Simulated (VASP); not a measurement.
# Mg6MnFe (Amm2) in VASP: further runs

One crystal, Mg6MnFe, is run at these levels: PBE; tasks: single point.

Everything below comes from runs of VASP 6.6.1. Logs are shortened: lines on timing, memory, paths and dates and some standing lists are left out, and cuts for length are marked.

## Step 1: Starting point

Symmetry: Amm2, No. 38, orthorhombic system. Conventional cell: a = 4.810 Å, b = 6.058 Å, c = 10.635 Å, α = 90.00°, β = 90.00°, γ = 90.00°. Around Fe (site symmetry mm2) lie 2 Mn at 2.84 Å and 10 Mg at 2.86 to 3.26 Å. Mn (site symmetry mm2) is surrounded by 2 Fe at 2.84 Å and 10 Mg at 2.86 to 3.26 Å. Around Mg (site symmetry mm2) lie 10 Mg at 2.99 to 3.08 Å and 2 Fe at 3.03 Å. Mg (site symmetry m) has 2 Fe at 2.86 to 3.26 Å and 8 Mg at 2.90 to 3.16 Å and 2 Mn at 2.97 Å as nearest neighbours. Mg (site symmetry mm2) has 10 Mg at 2.99 to 3.07 Å and 2 Mn at 3.03 Å as nearest neighbours. Mg (site symmetry m) is surrounded by 2 Mn at 2.86 to 3.26 Å and 8 Mg at 2.88 to 3.18 Å and 2 Fe at 2.96 Å.

The cell comes from a database or a generator and needn't be the stable form of this composition.

## Step 2: Single point, PBE, collinear spin, ferromagnetic start

INCAR reads:

```
PREC     = Accurate       # precision mode
ENCUT    = 500            # plane-wave cutoff, eV
EDIFF    = 1E-6           # SCF threshold, eV
ISMEAR   = 0              # smearing method
SIGMA    = 0.05           # smearing width, eV
LREAL    = F              # projectors in reciprocal space
LASPH    = T              # aspherical terms in the spheres
NELM     = 150            # most SCF steps
ALGO     = Normal         # electronic algorithm
ISIF     = 2              # what is computed and relaxed
LWAVE    = F              # write WAVECAR
LCHARG   = F              # write CHGCAR
ISPIN    = 2              # spin polarisation
MAGMOM   = 3 4 0 0 0 0 0 0 # initial moments
LORBIT   = 11             # projections on sites
LMAXMIX  = 4              # l up to which the mixer works
GGA      = PE             # functional
NBANDS   = 28             # bands
```

KPOINTS reads:

```
regular mesh
0
Gamma
  6 5 5
```

POSCAR reads:

```
Mg6MnFe
4.8098
    0.999997920911      0.000000000000      0.000000000000
    0.000000000000      0.629780240343      1.105547943781
    0.000000000000     -0.629780240343      1.105547943781
Fe Mn Mg
1 1 6
Direct
    0.5000000000      0.6791410000      0.6791410000
    0.0000000000      0.8210190000      0.8210190000
    0.5000000000      0.1665030000      0.1665030000
    0.5000000000      0.6720880000      0.1504440000
    0.5000000000      0.1504440000      0.6720880000
    0.0000000000      0.3336410000      0.3336410000
    0.0000000000      0.8261340000      0.3510320000
    0.0000000000      0.3510320000      0.8261340000
```

Potentials or basis: VASP PAW PBE potentials, release 64 (Fe, Mn, Mg).

The run is started by

```sh
$ cat potpaw_PBE.64/Fe/POTCAR potpaw_PBE.64/Mn/POTCAR potpaw_PBE.64/Mg/POTCAR > POTCAR
$ mpirun -np 1 vasp_std > vasp.out
```

OUTCAR:

```text
PREC = Accurate
   ENCUT = 500
   EDIFF = 1E-6
   ISMEAR = 0
   LREAL = F
   LASPH = T
   NELM = 150
   ISIF = 2
   ISPIN = 2
   LORBIT = 11
   GGA = PE

 ion  position               nearest neighbor table
   1  0.500  0.679  0.679-   2 2.84   2 2.84   5 2.86   4 2.86   8 2.96   7 2.96   7 2.96   8 2.96
                             3 3.03   3 3.03   5 3.26   4 3.26
   2  0.000  0.821  0.821-   1 2.84   1 2.84   8 2.86   7 2.86   5 2.97   4 2.97   4 2.97   5 2.97
                             6 3.03   6 3.03   8 3.26   7 3.26
   3  0.500  0.167  0.167-   6 2.99   6 2.99   8 3.00   7 3.00   7 3.00   8 3.00   1 3.03   1 3.03
                             4 3.05   5 3.05   4 3.08   5 3.08
   4  0.500  0.672  0.150-   1 2.86   5 2.90   2 2.97   2 2.97   6 2.99   6 2.99   3 3.05   7 3.06
                             7 3.06   3 3.08   5 3.16   1 3.26
   5  0.500  0.150  0.672-   1 2.86   4 2.90   2 2.97   2 2.97   6 2.99   6 2.99   3 3.05   8 3.06
                             8 3.06   3 3.08   4 3.16   1 3.26
   6  0.000  0.334  0.334-   3 2.99   3 2.99   5 2.99   4 2.99   4 2.99   5 2.99   2 3.03   2 3.03
                             7 3.05   8 3.05   8 3.07   7 3.07
   7  0.000  0.826  0.351-   2 2.86   8 2.88   1 2.96   1 2.96   3 3.00   3 3.00   6 3.05   4 3.06
                             4 3.06   6 3.07   8 3.18   2 3.26
   8  0.000  0.351  0.826-   2 2.86   7 2.88   1 2.96   1 2.96   3 3.00   3 3.00   6 3.05   5 3.06
                             5 3.06   6 3.07   7 3.18   2 3.26

  LATTYP: Found a base centered orthorhombic cell.
 ALAT       =     6.0582340000
 B/A-ratio  =     1.7554503507
 C/A-ratio  =     0.7939260847

  Lattice vectors:

 A1 = (   0.0000000000,   3.0291170000,  -5.3174645000)
 A2 = (   0.0000000000,   3.0291170000,   5.3174645000)
 A3 = (   4.8097900000,   0.0000000000,   0.0000000000)

Analysis of symmetry for initial positions (statically):
=====================================================================
 Subroutine PRICEL returns:
 Original cell was already a primitive cell.

 Routine SETGRP: Setting up the symmetry group for a
 base centered orthorhombic supercell.

 Subroutine GETGRP returns: Found  4 space group operations
 (whereof  4 operations were pure point group operations)
 out of a pool of  8 trial point group operations.

The static configuration has the point symmetry C_2v.

Analysis of symmetry for dynamics (positions and initial velocities):
=====================================================================
 Subroutine PRICEL returns:
 Original cell was already a primitive cell.

 Routine SETGRP: Setting up the symmetry group for a
 base centered orthorhombic supercell.

 Subroutine GETGRP returns: Found  4 space group operations
 (whereof  4 operations were pure point group operations)
 out of a pool of  8 trial point group operations.

The dynamic configuration has the point symmetry C_2v.

Analysis of structural, dynamic, and magnetic symmetry:
=====================================================================
 Subroutine PRICEL returns:
 Original cell was already a primitive cell.

 Routine SETGRP: Setting up the symmetry group for a
 base centered orthorhombic supercell.

 Subroutine GETGRP returns: Found  4 space group operations
 (whereof  4 operations were pure point group operations)
 out of a pool of  8 trial point group operations.

The overall configuration has the point symmetry C_2v.

 Subroutine INISYM returns: Found  4 space group operations
 (whereof  4 operations are pure point group operations),
 and found     1 'primitive' translations

----------------------------------------------------------------------------------------

                                     Primitive cell

  volume of cell :     154.9447

  direct lattice vectors                    reciprocal lattice vectors
     4.809790000  0.000000000  0.000000000     0.207909285  0.000000000  0.000000000
     0.000000000  3.029117000  5.317464500     0.000000000  0.165064605  0.094029777
     0.000000000 -3.029117000  5.317464500     0.000000000 -0.165064605  0.094029777

  length of vectors
     4.809790000  6.119720460  6.119720460     0.207909285  0.189968215  0.189968215

  position of ions in fractional coordinates (direct lattice)
     0.500000000  0.679141000  0.679141000
     0.000000000  0.821019000  0.821019000
     0.500000000  0.166503000  0.166503000
     0.500000000  0.672088000  0.150444000
[... 79 lines left out ...]
   ISTART =      0    job   : 0-new  1-cont  2-samecut
   ICHARG =      2    charge: 1-file 2-atom 10-const
   ISPIN  =      2    spin polarized calculation?
   LNONCOLLINEAR =      F non collinear calculations
   LSORBIT =      F    spin-orbit coupling
   LASPH  =      T    aspherical Exc in radial PAW
   ENCUT  =  500.0 eV  36.75 Ry    6.06 a.u.   8.77 11.16 11.16*2*pi/ulx,y,z
   NELM   =    150;   NELMIN=  2; NELMDL= -5     # of ELM steps
   EDIFF  = 0.1E-05   stopping-criterion for ELM
   LREAL  =      F    real-space projection
   EDIFFG = 0.1E-04   stopping-criterion for IOM
   NSW    =      0    number of steps for IOM
   IBRION =     -1    ionic relax: 0-MD 1-quasi-New 2-CG
   NFREE  =      0    steps in history (QN), initial steepest desc. (CG)
   ISIF   =      2    stress and relaxation
   ISYM   =      2    0-nonsym 1-usesym 2-fastsym
   POTIM  = 0.5000    time-step for ionic-motion
   TEBEG  =    0.0;   TEEND  =   0.0 temperature during run
   PSTRESS=    0.0 pullay stress
   NELECT =      27.0000    total number of electrons
   NUPDOWN=      -1.0000    fix difference up-down
   EMIN   =  10.00;   EMAX   =-10.00  energy-range for DOS
   EFERMI =   0.00;   METHOD = LEGACY
   ISMEAR =     0;   SIGMA  =   0.05  broadening in eV -4-tet -1-fermi 0-gaus
   EFERMI_NEDOS =   21; number of points for ismear=-14 and -15
   IALGO  =     38    algorithm
   IMIX   =      4    mixing-type and parameters
     AMIX     =   0.40;   BMIX     =  1.00
     AMIX_MAG =   1.60;   BMIX_MAG =  1.00
  volume/ion in A,a.u.               =      19.37       130.70
  Fermi-wavevector in a.u.,A,eV,Ry     =   0.914402  1.727969 11.376253  0.836131
  Thomas-Fermi vector in A             =   2.039025
   LORBIT       =     11    0 simple, 1 ext, 2 COOP (PROOUT), +10 PAW based schemes
   GGA     = PE    functional components
   LHFCALC =     F    Hartree Fock is set to
   AEXX    =    0.0000 exact exchange contribution
   IVDW    =     0    specifies the selected vdW correction
   LEPSILON=     F    determine dielectric tensor
   LRPA    =     F    only Hartree local field effects (RPA)
 spin polarized calculation
 Gauss-broadening in eV      SIGMA  =   0.05
  energy-cutoff  :      500.00
  volume of cell :      154.94
 maximum number of plane-waves:      3950
 NGX is ok and might be reduce to    36
   NGX = 17   NGY = 23   NGZ = 23

 number of electron      27.0000006 magnetization       6.2088516

 Free energy of the ion-electron system (eV)
  ---------------------------------------------------
  ext. energy  EPLUGINS =         0.00000000
  ---------------------------------------------------
  free energy    TOTEN  =       -24.60967135 eV

  energy without entropy =      -24.60106762  energy(sigma->0) =      -24.60536948

 E-fermi :   3.1442     XC(G=0):  -9.3505

 val. band max:        3.1440950615   @ k =   0.3333   0.4000   0.4000
 cond. band min:       3.1453864242   @ k =   0.1667   0.4000   0.0000
 fundamental gap:      0.0012913627
 Fermi energy:         3.1441694099

 spin component 1

 k-point     1 :       0.0000    0.0000    0.0000
  band No.  band energies     occupation
      1      -4.0443      1.00000
      2      -0.0734      1.00000
      3      -0.0049      1.00000
      4       0.2414      1.00000
      5       0.5008      1.00000
      6       0.5270      1.00000
[... 661 lines left out ...]
     24       8.3327      0.00000
     25       9.0002      0.00000

 [... further k-points ...]

 spin component 2

 k-point     1 :       0.0000    0.0000    0.0000
  band No.  band energies     occupation
      1      -3.9748      1.00000
      2       0.8623      1.00000
      3       0.9095      1.00000
      4       1.0502      1.00000
      5       1.0938      1.00000
      6       1.1837      1.00000
[... 661 lines left out ...]
     24       8.5153      0.00000
     25       9.1419      0.00000

 [... further k-points ...]

 [bands above 25 left out]

------------------------ aborting loop because EDIFF is reached ----------------------------------------

  FORCE on cell =-STRESS in cart. coord.  units (eV):
  Direction    XX          YY          ZZ          XY          YZ          ZX
  --------------------------------------------------------------------------------------
  -------------------------------------------------------------------------------------
  Total       -0.7298898      0.2967526      0.3182297      0.0000000      0.0000000      0.0000000
  in kB       -7.5472918      3.0685159      3.2905963      0.0000000      0.0000000      0.0000000
  external PRESSURE =      -0.3960599 kB  Pullay stress =       0.0000000 kB

 VOLUME and BASIS-vectors are now :
 -----------------------------------------------------------------------------
  energy-cutoff  :      500.00
  volume of cell :      154.94
      direct lattice vectors                 reciprocal lattice vectors
     4.809790000  0.000000000  0.000000000     0.207909285  0.000000000  0.000000000
     0.000000000  3.029117000  5.317464500     0.000000000  0.165064605  0.094029777
     0.000000000 -3.029117000  5.317464500     0.000000000 -0.165064605  0.094029777

 POSITION                                       TOTAL-FORCE (eV/Angst)
 -----------------------------------------------------------------------------------
      2.40489      0.00000      7.22262         0.000000      0.000000      0.089677
      0.00000      0.00000      8.73148         0.000000      0.000000     -0.030262
      2.40489      0.00000      1.77075         0.000000      0.000000     -0.007235
      2.40489      1.58012      4.37378         0.000000     -0.004684      0.000681
      2.40489     -1.58012      4.37378         0.000000      0.004684      0.000681
      0.00000      0.00000      3.54825         0.000000      0.000000     -0.000100
      0.00000      1.43914      6.25954         0.000000     -0.016447     -0.026721
      0.00000     -1.43914      6.25954         0.000000      0.016447     -0.026721
 -----------------------------------------------------------------------------------
    total drift:                                0.000000      0.000000      0.000038

  FREE ENERGIE OF THE ION-ELECTRON SYSTEM (eV)
  ---------------------------------------------------
  free  energy   TOTEN  =       -24.6096713479 eV

  energy  without entropy=      -24.6010676170  energy(sigma->0) =      -24.60536948

 total charge

# of ion       s       p       d       tot
------------------------------------------
    1        0.386   0.268   6.139   6.792
    2        0.305   0.220   4.939   5.464
    3        0.215   0.150   0.015   0.380
    4        0.209   0.150   0.016   0.375
    5        0.209   0.150   0.016   0.375
    6        0.219   0.151   0.016   0.385
    7        0.210   0.150   0.016   0.376
    8        0.210   0.150   0.016   0.376
--------------------------------------------------
tot          1.964   1.387  11.173  14.524

 magnetization (x)

# of ion       s       p       d       tot
------------------------------------------
    1        0.017   0.009   2.638   2.664
    2        0.035   0.019   3.539   3.592
    3        0.001  -0.002  -0.001  -0.002
    4       -0.011  -0.008  -0.000  -0.019
    5       -0.011  -0.008  -0.000  -0.019
    6       -0.003   0.002  -0.000  -0.002
    7       -0.012  -0.009  -0.000  -0.021
    8       -0.012  -0.009  -0.000  -0.021
--------------------------------------------------
tot          0.003  -0.006   6.175   6.172
```

Wall time 7.4 min (1 thread of Intel Xeon Platinum 8259CL at 2.50GHz (Skylake/Cascade Lake), shared host); peak memory 0.5 GiB.

What came out:

| Item | Value |
| --- | --- |
| Free energy | -24.6097 eV |
| Pressure | 0.0 GPa |
| Largest force | 0.090 eV/Å |
| Band gap on the k mesh | none (metal or under the smearing width) |
| Net moment | 6.21 μB per cell |
| Site moments | Fe +2.66; Mn +3.59; Mg -0.00, -0.02 μB |
| Valence electrons inside the program's atomic spheres | Fe 6.79; Mn 5.46; Mg 0.38, 0.39 |

Forces in eV/Å, atoms in the order of the input:
```
Fe   0.000  0.000  0.090
Mn   0.000  0.000 -0.030
Mg   0.000  0.000 -0.007
Mg   0.000 -0.005  0.001
Mg   0.000  0.005  0.001
Mg   0.000  0.000  0.000
Mg   0.000 -0.016 -0.027
Mg   0.000  0.016 -0.027
```

## Step 3: Single point, PBE, collinear spin, ferromagnetic start

run.py reads:

```python
from ase.calculators.vasp import Vasp
from ase.dft.bandgap import bandgap
from ase.io import read

atoms = read('Mg6MnFe.xyz')
atoms.set_initial_magnetic_moments([3.0, 4.0, 0.0, 0.0, 0.0, 0.0, 0.0, 0.0])
calc = Vasp(
    directory='calc',
    xc='pbe',
    pp='PBE',
    setups='minimal',
    prec='Accurate',
    encut=500,
    ediff=1e-07,
    ismear=0,
    sigma=0.05,
    lreal=False,
    lasph=True,
    nelm=150,
    algo='Normal',
    isif=2,
    lwave=False,
    lcharg=True,
    ispin=2,
    lorbit=11,
    lmaxmix=4,
    lelf=True,
    lvhar=True,
    kpts=[6, 5, 5],
    gamma=True,
)
atoms.calc = calc

print('energy (eV):', atoms.get_potential_energy())
print('free energy (eV):', atoms.get_potential_energy(force_consistent=True))
print('forces (eV/A):')
print(atoms.get_forces())
print('stress (eV/A^3, Voigt):', atoms.get_stress())
print('Fermi level (eV):', calc.get_fermi_level())
print('moment (muB):', atoms.get_magnetic_moment())
print('site moments (muB):', atoms.get_magnetic_moments())
gap, top, bottom = bandgap(calc)
print('band gap (eV):', gap, 'from (spin, k, band)', top, 'to', bottom)
```

Mg6MnFe.xyz reads:

```xyz
8
Lattice="4.8097900000 0.0000000000 0.0000000000 0.0000000000 3.0291170000 5.3174645000 0.0000000000 -3.0291170000 5.3174645000" Properties=species:S:1:pos:R:3 pbc="T T T"
Fe     2.4048950000      0.0000000000      7.2226163160
Mn     0.0000000000      0.0000000000      8.7314787727
Mg     2.4048950000      0.0000000000      1.7707475833
Mg     2.4048950000      1.5801207083      4.3737847101
Mg     2.4048950000     -1.5801207083      4.3737847101
Mg     0.0000000000      0.0000000000      3.5482483465
Mg     0.0000000000      1.4391395449      6.2595384156
Mg     0.0000000000     -1.4391395449      6.2595384156
```

Potentials or basis: VASP PAW PBE potentials, release 64 (Fe, Mn, Mg).

The run is started by

```sh
$ python run.py
```

Wall time 7.8 min (1 thread of Intel Xeon Platinum 8259CL at 2.50GHz (Skylake/Cascade Lake), shared host); peak memory 0.48 GiB.

Results (log left out):

| Quantity | Value |
| --- | --- |
| Free energy | -24.6097 eV |
| Pressure | 0.0 GPa |
| Largest force | 0.090 eV/Å |
| Band gap on the k mesh | none (metal or under the smearing width) |
| Net moment | 6.21 μB per cell |
| Site moments | Fe +2.66; Mn +3.59; Mg -0.00, -0.02 μB |
| Valence electrons inside the program's atomic spheres | Fe 6.79; Mn 5.46; Mg 0.38, 0.39 |

Forces on the atoms (eV/Å):
```
Fe   0.000  0.000  0.090
Mn   0.000  0.000 -0.031
Mg   0.000  0.000 -0.007
Mg   0.000 -0.005  0.001
Mg   0.000  0.005  0.001
Mg   0.000  0.000  0.000
Mg   0.000 -0.017 -0.027
Mg   0.000  0.017 -0.027
```

Stress tensor (GPa, compression positive):
```
-0.72  0.00  0.00
 0.00  0.34  0.00
 0.00  0.00  0.36
```

Levels at points of the mesh, in eV from the Fermi level:
Spin up:
| k point | band 12 | band 13 | band 14 | band 15 | band 16 | band 17 | band 18 | band 19 | band 20 | band 21 |
| --- | --- | --- | --- | --- | --- | --- | --- | --- | --- | --- |
| (0.00, 0.00, 0.00) | -1.66 | -1.56 | -1.30 | -1.17 | -1.13 | -1.03 | -0.52 | 0.59 | 3.50 | 3.54 |
| (0.50, 0.00, 0.00) | -1.64 | -0.94 | -0.93 | -0.52 | -0.42 | -0.40 | -0.24 | 0.52 | 0.53 | 1.06 |
Spin down:
| k point | band 6 | band 7 | band 8 | band 9 | band 10 | band 11 | band 12 | band 13 | band 14 | band 15 |
| --- | --- | --- | --- | --- | --- | --- | --- | --- | --- | --- |
| (0.00, 0.00, 0.00) | -1.96 | -1.93 | -1.13 | -0.80 | -0.24 | -0.21 | 0.38 | 0.59 | 0.67 | 1.00 |
| (0.50, 0.00, 0.00) | -1.18 | -0.87 | -0.82 | -0.74 | -0.70 | -0.66 | -0.58 | -0.37 | -0.32 | 0.75 |
